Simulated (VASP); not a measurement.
An input for Quantum ESPRESSO's pw.x (written as the equivalent of a VASP run, and not itself run):

```
&CONTROL
  calculation = 'vc-relax'
  pseudo_dir = './pseudo'
  outdir = './out'
  tprnfor = .true.
  tstress = .true.
  nstep = 40
  forc_conv_thr = 0.00078
/
&SYSTEM
  ibrav = 0
  nat = 2
  ntyp = 2
  ecutwfc = 84
  occupations = 'smearing'
  smearing = 'methfessel-paxton'
  degauss = 0.00735
  input_dft = 'pz'
/
&ELECTRONS
  conv_thr = 7.3e-08
  electron_maxstep = 100
/
&IONS
/
&CELL
  press = 300
/
ATOMIC_SPECIES
  Hf 178.490 Hf.upf
  N 14.007 N.upf
CELL_PARAMETERS angstrom
     0.0000000    2.1711396    2.1711396
     2.1711396    0.0000000    2.1711396
     2.1711396    2.1711396    0.0000000
ATOMIC_POSITIONS crystal
  Hf   0.0000000  1.0000000  1.0000000
  N    0.5000000  0.5000000  0.5000000
K_POINTS automatic
  14 14 14 0 0 0
```

Q: Write the VASP files for the same calculation (LDA).

A: This is not unique; one that fits is 
### POSCAR
```
HfN
1.0
  0.0000000000   2.1711396009   2.1711396009
  2.1711396009   0.0000000000   2.1711396009
  2.1711396009   2.1711396009   0.0000000000
Hf N
1 1
Cart
  4.3422792018   2.1711396009   2.1711396009
  2.1711396009   2.1711396009   2.1711396009
```

INCAR:
```
SYSTEM=HfN
PREC=Accurate; ENCUT=620; LREAL=F
LASPH=T
EDIFF=1E-6; NELM=100; ALGO=Normal
LMAXMIX=6
ISMEAR=1; SIGMA=0.1
IBRION=2; NSW=40; ISIF=3
EDIFFG=-0.02; PSTRESS=300
LWAVE=F; LCHARG=F
```

KPOINTS:
```
Regular mesh
0
Gamma
14 14 14
```

POTCAR, in this order: Hf_pv N (LDA.64 set). Program: vasp_std.

The two are equivalent in intent, not identical: the potentials are each code's own (VASP's PAW set, PseudoDojo norm-conserving files in pw.x), so ENCUT and ecutwfc are chosen apart and not converted; conv_thr bounds pw.x's estimated SCF error, while EDIFF bounds the energy change between steps; forc_conv_thr acts on force components and is met together with etot_conv_thr.

The compound is HfN in the rock salt structure. It was relaxed first under an external pressure of 30 GPa.
